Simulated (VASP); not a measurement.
# What spin-orbit coupling changes in Cu3Pt, part 2 of 4

What does spin-orbit coupling change in Cu3Pt, and what does it cost? All runs use r2SCAN. Left out of this account: 1 further run (fields: a reference on another mesh). The start is a computed cell from the Materials Project.

VASP 6.6.1, plane waves and PAW; the level of theory is named at each step.

Still holding for the runs below: This run has no spin polarisation. Its electron count is odd, so without a moment it is a metal by construction. The k-mesh is coarse for a metal.

So far. Step 2 (Band structure (r2SCAN)): There is no gap at this level.

## (3) Band structure (r2SCAN + SOC)

This step: r2SCAN, spin-orbit coupling; plane waves and PAW (Cu, Pt) (VASP 6.6.1).

The mesh alone shows little of the dispersion and can miss band extrema, so KPOINTS_OPT adds a path through the symmetry points after the self-consistent cycle. Spin-orbit coupling needs spinors and the noncollinear program, where each band holds one electron.

The input, INCAR:

```
SYSTEM = Cu3Pt
PREC = Accurate
ENCUT = 400
EDIFF = 1E-06
NELM = 100
ISMEAR = -1
SIGMA = 0.05
LREAL = .FALSE.
ALGO = Normal
METAGGA = R2SCAN
LASPH = .TRUE.
LNONCOLLINEAR = .TRUE.
MAGMOM = 0 0 0 0 0 0 0 0 0 0 0 0
NBANDS = 54
GGA_COMPAT = .FALSE.
LSORBIT = .TRUE.
LMAXMIX = 4
LORBIT = 11
LWAVE = .FALSE.
LCHARG = .FALSE.
KPAR = 4
```

The input, POSCAR:

```
Cu3Pt
1.0
    3.6830918900      0.0000000000      0.0000000000
    0.0000000000      3.6830918900      0.0000000000
    0.0000000000      0.0000000000      3.6830918900
Cu Pt
3 1
Direct
    0.0000000000      0.5000000000      0.5000000000
    0.5000000000      0.5000000000      0.0000000000
    0.5000000000      0.0000000000      0.5000000000
    0.0000000000      0.0000000000      0.0000000000
```

The input, KPOINTS:

```
Automatic mesh
0
Gamma
7 7 7
0 0 0
```

The input, KPOINTS_OPT:

```
Line mode
16
Line-mode
Reciprocal
  0.00000000   0.00000000   0.00000000 GAMMA
  0.00000000   0.50000000   0.00000000 X

  0.00000000   0.50000000   0.00000000 X
  0.50000000   0.50000000   0.00000000 M

  0.50000000   0.50000000   0.00000000 M
  0.00000000   0.00000000   0.00000000 GAMMA

  0.00000000   0.00000000   0.00000000 GAMMA
  0.50000000   0.50000000   0.50000000 R

  0.50000000   0.50000000   0.50000000 R
  0.00000000   0.50000000   0.00000000 X

  0.50000000   0.50000000   0.00000000 M
  0.50000000   0.50000000   0.50000000 R
```

PAW data sets: Cu and Pt (PBE family, release 64).

Run with:

```bash
> mpirun -np 4 vasp_ncl
```

What it wrote:

```text
[banner, memory and clock lines left out]
running    4 mpi-ranks, on    1 nodes
 distrk:  each k-point on    1 cores,    4 groups
 distr:  one band on    1 cores,    1 groups

 POSCAR found type information on POSCAR CuPt
 POSCAR found :  2 types and       4 ions
 [... a notice as in an earlier step ...]

 LDA part: xc-table for (None), standard interpolation
 POSCAR, INCAR and KPOINTS ok, starting setup
 FFT: planning ... GRIDC
 FFT: planning ... GRID_SOFT
 FFT: planning ... GRID
 WAVECAR not read
 entering main loop
       N       E                     dE             d eps       ncg     rms          rms(c)
DAV:   1     0.334374490470E+03    0.33437E+03   -0.15799E+04  2192   0.223E+03
DAV:   2    -0.322021126660E+02   -0.36658E+03   -0.34944E+03  2166   0.486E+02
DAV:   3    -0.923006692525E+02   -0.60099E+02   -0.55467E+02  2322   0.225E+02
DAV:   4    -0.956643536747E+02   -0.33637E+01   -0.33018E+01  2956   0.678E+01
DAV:   5    -0.957197957672E+02   -0.55442E-01   -0.55413E-01  3256   0.817E+00    0.190E+01
DAV:   6    -0.875899725883E+02    0.81298E+01   -0.43842E+01  2396   0.176E+02    0.112E+01
DAV:   7    -0.849082155069E+02    0.26818E+01   -0.95563E+00  2630   0.103E+02    0.422E+00
DAV:   8    -0.849744286165E+02   -0.66213E-01   -0.65533E-01  2666   0.844E+00    0.248E+00
DAV:   9    -0.849682260749E+02    0.62025E-02   -0.10720E-01  2972   0.389E+00    0.816E-01
DAV:  10    -0.849622396705E+02    0.59864E-02   -0.36567E-02  3110   0.408E+00    0.523E-01
DAV:  11    -0.849597266582E+02    0.25130E-02   -0.16569E-02  2840   0.233E+00    0.167E-01
DAV:  12    -0.849599214494E+02   -0.19479E-03   -0.24367E-03  2788   0.138E+00    0.139E-01
DAV:  13    -0.849598095013E+02    0.11195E-03   -0.63344E-04  3074   0.818E-01    0.652E-02
DAV:  14    -0.849597623893E+02    0.47112E-04   -0.19271E-04  2708   0.170E-01    0.142E-02
DAV:  15    -0.849597667226E+02   -0.43332E-05   -0.31323E-05  3368   0.740E-02    0.122E-02
DAV:  16    -0.849597695892E+02   -0.28666E-05   -0.10804E-05  2350   0.823E-02    0.321E-03
DAV:  17    -0.849597694665E+02    0.12272E-06   -0.60971E-07  1240   0.153E-02
   1 F= -.84959769E+02 E0= -.84949949E+02  d E =-.196416E-01  mag=     0.0000     0.0000     0.0000
 Start KPOINTS_OPT (optional k-point list driver)
k-point batch [1-20\96]
       N       E                     dE             ncg
DAV:   1     0.132897003562E+05    0.36938E+04     2208
DAV:   2     0.594233720522E+04   -0.73474E+04     2160
DAV:   3     0.467503133358E+04   -0.12673E+04     2290
DAV:   4     0.460787937127E+04   -0.67152E+02     2714
DAV:   5     0.460664525851E+04   -0.12341E+01     3346
DAV:   6     0.460662636735E+04   -0.18891E-01     3322
DAV:   7     0.460662590771E+04   -0.45965E-03     3346
DAV:   8     0.460662589370E+04   -0.14007E-04     3226
DAV:   9     0.460662589337E+04   -0.32861E-06     1562
[...]
k-point batch [81-96\96]
       N       E                     dE             ncg
DAV:   1     0.139879187586E+05   -0.12600E+05     1764
DAV:   2     0.829614373286E+04   -0.56918E+04     1770
DAV:   3     0.742192510820E+04   -0.87422E+03     1782
DAV:   4     0.737293075784E+04   -0.48994E+02     2244
DAV:   5     0.737199125661E+04   -0.93950E+00     2464
DAV:   6     0.737197091521E+04   -0.20341E-01     2558
DAV:   7     0.737197044428E+04   -0.47093E-03     2568
DAV:   8     0.737197043015E+04   -0.14132E-04     2448
DAV:   9     0.737197042985E+04   -0.29710E-06     1160
```

It took 2.5 min on 4 MPI ranks of AMD EPYC 9R45, shared host; peak memory 1.1 GiB; 10 min of CPU time.

Parts of OUTCAR (step 3):

```text
The static configuration has the point symmetry O_h .

 Found     20 irreducible k-points:

   k-points           NKPTS =     20   k-points in BZ     NKDIM =     20   number of bands    NBANDS=     54

   NELECT =      43.0000    total number of electrons

 E-fermi :   8.3518

 k-point     1 :       0.0000    0.0000    0.0000
  band No.  band energies     occupation
    ...
     36       7.4343      1.00000
     37       8.1393      0.98593
     38       8.1393      0.98593
     39       8.1393      0.98593
     40       8.1393      0.98593
     41       8.4880      0.06147
     42       8.4880      0.06147
     43       9.8835      0.00000
     44       9.8835      0.00000
     45      10.4806      0.00000
    ...

 k-point     2 :       0.1429    0.0000    0.0000
  band No.  band energies     occupation
    ...
     38       7.6155      1.00000
     39       7.8520      0.99995
     40       7.8520      0.99995
     41       8.2662      0.84701
     42       8.2662      0.84701
     43       9.1638      0.00000
     44       9.1638      0.00000
     45      10.9764      0.00000
     46      10.9764      0.00000
     47      11.3578      0.00000
    ...

  Total        0.1058537      0.1058537      0.1058537      0.0000000      0.0000000     -0.0000000
  in kB        3.3945233      3.3945233      3.3945233      0.0000000      0.0000000     -0.0000000
  external PRESSURE =       3.3945233 kB  Pullay stress =       0.0000000 kB

  FREE ENERGIE OF THE ION-ELECTRON SYSTEM (eV)
  ---------------------------------------------------
  free  energy   TOTEN  =       -84.9597694665 eV

  energy  without entropy=      -84.9401278203  energy(sigma->0) =      -84.94994864

 Spin-Orbit-Coupling matrix elements
 Ion:    1  E_soc:     -0.0141519
 Ion:    2  E_soc:     -0.0141519
 Ion:    3  E_soc:     -0.0141519
 Ion:    4  E_soc:     -0.6539541

 total charge
# of ion       s       p       d       tot
------------------------------------------
    1        0.445   0.402   9.209  10.056
    2        0.445   0.402   9.209  10.056
    3        0.445   0.402   9.209  10.056
    4        0.698   0.578   8.150   9.425
--------------------------------------------------
tot          2.032   1.785  35.775  39.592

 magnetization (x)
# of ion       s       p       d       tot
------------------------------------------
    1        0.000   0.000  -0.000   0.000
    2        0.000   0.000   0.000   0.000
    3       -0.000  -0.000   0.000   0.000
    4        0.000  -0.000   0.000  -0.000
--------------------------------------------------
tot          0.000  -0.000   0.000   0.000

 magnetization (y)
# of ion       s       p       d       tot
------------------------------------------
    1        0.000   0.000   0.000   0.000
    2        0.000  -0.000   0.000  -0.000
    3        0.000  -0.000  -0.000  -0.000
    4       -0.000  -0.000  -0.000  -0.000
--------------------------------------------------
tot         -0.000  -0.000   0.000  -0.000

 magnetization (z)
# of ion       s       p       d       tot
------------------------------------------
    1        0.000   0.000  -0.000  -0.000
    2        0.000  -0.000  -0.000  -0.000
    3        0.000   0.000   0.000   0.000
    4        0.000  -0.000  -0.000  -0.000
--------------------------------------------------
tot          0.000  -0.000  -0.000  -0.000

[... 8 parts as in an earlier step ...]

[... 5 further parts left out ...]
```

Numbers from this step:

```
SCF cycles              : 17
bands                   : 54
free energy (TOTEN)     : -84.9598 eV
energy at zero smearing : -84.9499 eV
Fermi energy            : 8.352 eV
pressure                : 0.3395 GPa
```

On-site spin-orbit energy by atom:

```csv
atom,on-site spin-orbit energy (eV)
Cu1,-0.014
Cu2,-0.014
Cu3,-0.014
Pt4,-0.654
```

Electronic bands along the path, in eV, zero at the Fermi level; # counts the bands kept:

```csv
point,#41,#42,#43,#44,#45,#46,#47,#48
Γ,0.14,0.14,1.53,1.53,2.13,2.13,2.13,2.13
0.47 of the way,-0.23,-0.23,-0.14,-0.14,3.61,3.61,4.02,4.02
X,-1.21,-1.21,-0.19,-0.19,6.55,6.55,7.31,7.31
0.47 of the way,-0.95,-0.95,-0.80,-0.80,3.57,3.57,4.21,4.21
M,-0.18,-0.18,-0.04,-0.04,0.83,0.83,1.90,1.90
0.47 of the way,-0.84,-0.84,0.77,0.77,1.55,1.55,5.86,5.86
Γ,0.14,0.14,1.53,1.53,2.13,2.13,2.13,2.13
0.53 of the way,-0.81,-0.81,1.97,1.97,2.05,2.05,2.14,2.14
R,-0.48,-0.48,-0.48,-0.48,-0.19,-0.19,-0.19,-0.19
0.53 of the way,-0.94,-0.94,-0.68,-0.68,3.31,3.31,3.87,3.87
X,-1.21,-1.21,-0.19,-0.19,6.55,6.55,7.31,7.31
jump to M,-0.18,-0.18,-0.04,-0.04,0.83,0.83,1.90,1.90
0.47 of the way,-0.26,-0.26,-0.05,-0.05,0.76,0.76,1.25,1.25
R,-0.48,-0.48,-0.48,-0.48,-0.19,-0.19,-0.19,-0.19
```

Of the projections kept (Cu, Pt), the largest for each band there; the rest of the weight can lie on other orbitals:

```csv
point,#41,#42,#43,#44,#45,#46,#47,#48
Γ,Pt 0.54,Pt 0.54,Cu 0.64,Cu 0.64,Cu 0.73,Cu 0.73,Cu 0.73,Cu 0.73
X,Cu 0.67,Cu 0.67,Cu 0.52,Cu 0.52,Cu 0.60,Cu 0.60,Cu 0.65,Cu 0.65
M,Cu 0.92,Cu 0.92,Cu 0.92,Cu 0.92,Cu 0.50,Cu 0.50,Pt 0.51,Pt 0.51
Γ,Pt 0.54,Pt 0.54,Cu 0.64,Cu 0.64,Cu 0.73,Cu 0.73,Cu 0.73,Cu 0.73
R,Cu 0.51,Cu 0.51,Cu 0.51,Cu 0.51,Cu 0.59,Cu 0.59,Cu 0.59,Cu 0.59
X,Cu 0.67,Cu 0.67,Cu 0.52,Cu 0.52,Cu 0.60,Cu 0.60,Cu 0.65,Cu 0.65
```

There is no gap at this level. Without the coupling there was no gap either. The run took 4.6 times the core time, with 54 spinor bands against 35.

Of the bands kept, 8 cross the Fermi level on this path (spinor bands, one electron each).

## (4) Total and projected DOS (r2SCAN)

This step: r2SCAN; plane waves and PAW (Cu, Pt) (VASP 6.6.1).

Here the states are counted by energy and projected on the atoms.

The input, INCAR:

```
SYSTEM = Cu3Pt
PREC = Accurate
ENCUT = 400
EDIFF = 1E-06
NELM = 100
ISMEAR = -5
SIGMA = 0.05
LREAL = .FALSE.
ALGO = Normal
METAGGA = R2SCAN
LASPH = .TRUE.
NBANDS = 35
LORBIT = 11
LWAVE = .FALSE.
LCHARG = .FALSE.
KPAR = 4
NEDOS = 2001
```

POSCAR is that of step 3.

KPOINTS is that of step 3.

Run with:

```bash
> mpirun -np 4 vasp_std
```

What it wrote:

```text
[... set-up lines as in an earlier step ...]
 entering main loop
       N       E                     dE             d eps       ncg     rms          rms(c)
DAV:   1     0.254608470303E+03    0.25461E+03   -0.15807E+04  1552   0.168E+03
DAV:   2    -0.622765524480E+02   -0.31689E+03   -0.29434E+03  1409   0.337E+02
DAV:   3    -0.943930454712E+02   -0.32116E+02   -0.30362E+02  1536   0.129E+02
DAV:   4    -0.953241917099E+02   -0.93115E+00   -0.92797E+00  1740   0.270E+01
DAV:   5    -0.953527432895E+02   -0.28552E-01   -0.28513E-01  2110   0.349E+00    0.181E+01
DAV:   6    -0.873999380188E+02    0.79528E+01   -0.29692E+01  1633   0.136E+02    0.113E+01
DAV:   7    -0.846360445567E+02    0.27639E+01   -0.81218E+00  1824   0.775E+01    0.365E+00
DAV:   8    -0.846471480391E+02   -0.11103E-01   -0.34016E-01  1825   0.474E+00    0.213E+00
DAV:   9    -0.846445096512E+02    0.26384E-02   -0.97991E-02  1740   0.354E+00    0.831E-01
DAV:  10    -0.846337764759E+02    0.10733E-01   -0.23309E-02  1905   0.217E+00    0.223E-01
DAV:  11    -0.846332205024E+02    0.55597E-03   -0.45868E-03  1890   0.158E+00    0.156E-01
DAV:  12    -0.846333556977E+02   -0.13520E-03   -0.79025E-04  2242   0.598E-01    0.811E-02
DAV:  13    -0.846330492022E+02    0.30650E-03   -0.40462E-04  1847   0.214E-01    0.114E-02
DAV:  14    -0.846331229826E+02   -0.73780E-04   -0.21446E-05  2048   0.760E-02    0.127E-02
DAV:  15    -0.846331191251E+02    0.38574E-05   -0.59771E-06  1386   0.388E-02    0.255E-03
DAV:  16    -0.846331191216E+02    0.35698E-08   -0.47329E-07   938   0.754E-03
   1 F= -.84633119E+02 E0= -.84633119E+02  d E =0.000000E+00
 -----------------------------------------------------------------------------
|                                                                             |
|           W    W    AA    RRRRR   N    N  II  N    N   GGGG   !!!           |
|           W    W   A  A   R    R  NN   N  II  NN   N  G    G  !!!           |
|           W    W  A    A  R    R  N N  N  II  N N  N  G       !!!           |
|           W WW W  AAAAAA  RRRRR   N  N N  II  N  N N  G  GGG   !            |
|           WW  WW  A    A  R   R   N   NN  II  N   NN  G    G                |
|           W    W  A    A  R    R  N    N  II  N    N   GGGG   !!!           |
|                                                                             |
|     Tetrahedron method does not include variations of the Fermi             |
|     occupations, so forces and stress will be inaccurate. We suggest        |
|     using a different smearing scheme ISMEAR = 1 or 2 for metals in         |
|     relaxations.                                                            |
|                                                                             |
 -----------------------------------------------------------------------------
```

Elapsed: 13 s, on 4 MPI ranks; peak memory 0.51 GiB.

From OUTCAR (step 4):

```text
The static configuration has the point symmetry O_h .

 Found     20 irreducible k-points:

   NELECT =      43.0000    total number of electrons

 E-fermi :   8.3867

 k-point     1 :       0.0000    0.0000    0.0000
  band No.  band energies     occupation
    ...
     17       7.5465      2.00000
     18       7.5465      2.00000
     19       8.1749      2.00000
     20       8.1749      2.00000
     21       8.1749      2.00000
     22      10.3176      0.00000
     23      10.3176      0.00000
     24      10.3176      0.00000
     25      15.8777      0.00000
     26      17.8903      0.00000
    ...

 k-point     2 :       0.1429    0.0000    0.0000
  band No.  band energies     occupation
    ...
     17       7.3769      2.00000
     18       7.4565      2.00000
     19       7.6525      2.00000
     20       7.6525      2.00000
     21       8.1652      2.00000
     22       9.1685     -0.05775
     23      11.1896      0.00000
     24      11.1896      0.00000
     25      16.3972      0.00000
     26      17.6492      0.00000
    ...

  Total        0.1512236      0.1512236      0.1512236      0.0000000      0.0000000      0.0000000
  in kB        4.8494501      4.8494501      4.8494501      0.0000000      0.0000000      0.0000000
  external PRESSURE =       4.8494501 kB  Pullay stress =       0.0000000 kB

  FREE ENERGIE OF THE ION-ELECTRON SYSTEM (eV)
  ---------------------------------------------------
  free  energy   TOTEN  =       -84.6331191216 eV

  energy  without entropy=      -84.6331191216  energy(sigma->0) =      -84.63311912

 total charge
# of ion       s       p       d       tot
------------------------------------------
    1        0.445   0.398   9.213  10.056
    2        0.445   0.398   9.213  10.056
    3        0.445   0.398   9.213  10.056
    4        0.696   0.561   8.171   9.428
--------------------------------------------------
tot          2.030   1.756  35.810  39.597

[... 9 parts as in an earlier step ...]

[... 5 further parts left out ...]
```

With tetrahedra the forces and stress of a metal are not exact derivatives of the energy.

Numbers from this step:

```yaml
scf_cycles: 16
bands: 35
free_energy_toten: -84.6331 eV
fermi_energy: 8.387 eV
pressure: 0.4849 GPa
dos_at_the_fermi_level: 2.037 states/eV/cell
```

The density of states has structure finer than the step of the table below, so its rows give means over 0.5 eV, whole bins alone (the curve runs from -11.3 to 7.95 eV). Peaks (eV: height): total -4.42: 10.7, -2.80: 17.4, -2.33: 13.3, -1.45: 13.3; Cu d -4.42: 4.52, -2.80: 14.7, -2.19: 11.8, -1.45: 9.90; Pt d -5.57: 2.43, -4.42: 4.04, -1.38: 2.95, -1.18: 2.60; Cu p -5.57: 0.446, -4.42: 0.491, -2.46: 0.321, 2.27: 0.310; Pt p -5.57: 0.159, -2.87: 0.215, -2.46: 0.212, -0.03: 0.182.

States under -11.3 eV and over 8.0 eV are left out. The density of states by energy, zero at the Fermi level; means over each step; values in states/eV/cell:

```csv
energy (eV),total,Cu d,Pt d,Cu p,Pt p,Cu s,Pt s
-10.0,2.3e-5,0,0,0,0,9.0e-6,6.0e-6
-9.5,0.0769,0,5.4e-5,0.00110,5.7e-4,0.0308,0.0200
-9.0,0.212,8.1e-4,9.8e-4,0.00621,0.00298,0.0813,0.0536
-8.5,0.324,0.00291,0.00375,0.0144,0.00645,0.117,0.0793
-8.0,0.419,0.00779,0.0108,0.0260,0.0104,0.138,0.0995
-7.5,0.648,0.0195,0.0287,0.0498,0.0173,0.192,0.150
-7.0,0.731,0.0361,0.0514,0.0611,0.0224,0.200,0.153
-6.5,0.775,0.0629,0.106,0.0630,0.0238,0.193,0.123
-6.0,1.36,0.209,0.327,0.0814,0.0441,0.302,0.0825
-5.5,4.39,1.03,1.49,0.226,0.0895,0.572,0.165
-5.0,3.54,1.26,1.31,0.130,0.0522,0.202,0.0888
-4.5,7.22,3.20,2.56,0.307,0.0756,0.134,0.124
-4.0,5.49,2.71,1.75,0.239,0.0752,0.0443,0.0737
-3.5,6.12,4.23,0.951,0.202,0.105,0.0441,0.0257
-3.0,12.7,10.3,0.940,0.267,0.181,0.0798,0.0243
-2.5,11.8,9.94,0.740,0.255,0.142,0.0611,0.0221
-2.0,9.25,8.11,0.644,0.121,0.0437,0.0294,0.0123
-1.5,10.6,7.72,2.40,0.116,0.0603,0.0307,0.0242
-1.0,7.45,4.84,2.13,0.109,0.0727,0.0849,0.0275
-0.5,2.10,1.12,0.684,0.0665,0.0532,0.0641,0.0200
0.0,1.75,0.725,0.357,0.175,0.136,0.130,0.0210
0.5,0.761,0.231,0.169,0.109,0.0753,0.0537,0.0115
1.0,0.767,0.202,0.170,0.131,0.0672,0.0393,0.0324
1.5,0.789,0.197,0.165,0.145,0.0650,0.0376,0.0410
2.0,1.20,0.285,0.241,0.236,0.0971,0.0613,0.0610
2.5,1.19,0.254,0.216,0.254,0.106,0.0679,0.0510
3.0,0.982,0.193,0.159,0.231,0.0990,0.0563,0.0362
3.5,0.887,0.167,0.135,0.216,0.0961,0.0523,0.0276
4.0,0.926,0.163,0.128,0.234,0.111,0.0595,0.0234
4.5,0.774,0.137,0.0910,0.188,0.0947,0.0550,0.0357
5.0,0.616,0.114,0.0642,0.130,0.0729,0.0534,0.0489
5.5,0.644,0.124,0.0637,0.103,0.0677,0.0853,0.0698
6.0,0.836,0.143,0.103,0.115,0.0695,0.169,0.0654
6.5,1.19,0.185,0.149,0.196,0.0986,0.241,0.0618
7.0,1.10,0.161,0.128,0.204,0.0963,0.213,0.0423
7.5,1.15,0.162,0.123,0.213,0.0974,0.233,0.0389
```

Of the states within 0.3 eV of the Fermi level, the largest shares in the PAW spheres are Cu d 42 %, Pt d 21 % and Cu p 10 %. The rest lies in smaller channels or between the spheres.

[end of part 2 of 4]

[Lines on the potential files, build, host, timing and source positions are cut from VASP's logs without a mark.]

[Logs are printed without paths, hosts, clocks, repeated set-up lines and the standing remarks that a program may print on its own settings, such as how far it seeks lower states.]

[Hosts, paths, dates, database ids (printed as entryN), source tags and the programs' standing remarks are cut or masked in the printed files.]

[A measured line is paired with the nearest computed mode of its activity, which favours agreement.]
